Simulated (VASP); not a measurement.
Data:

```xyz
2
Lattice="1.5897 -2.7535 0.0000 1.5897 2.7535 0.0000 0.0000 0.0000 5.1252" Properties=species:S:1:pos:R:3 pbc="T T T"
Zr     1.5897     0.9178     1.2813
Zr     1.5897    -0.9178     3.8439
```

Level of theory: PBE GGA with D3 dispersion (Becke-Johnson damping), VASP's PBE PAW potentials (set 64) (plane waves; VASP). Settings: 520 eV cut-off, Gaussian smearing of 0.050 eV, potentials Zr_sv.

Q: Estimate the band gap (along the path) with the smallest direct gap where there is one.

A: 
band gap (along the path): none (metal, semimetal or under 0.01 eV)

Only differences to runs with the same potentials and settings are physical.

The compound is Zr in the hcp structure. It was relaxed first.
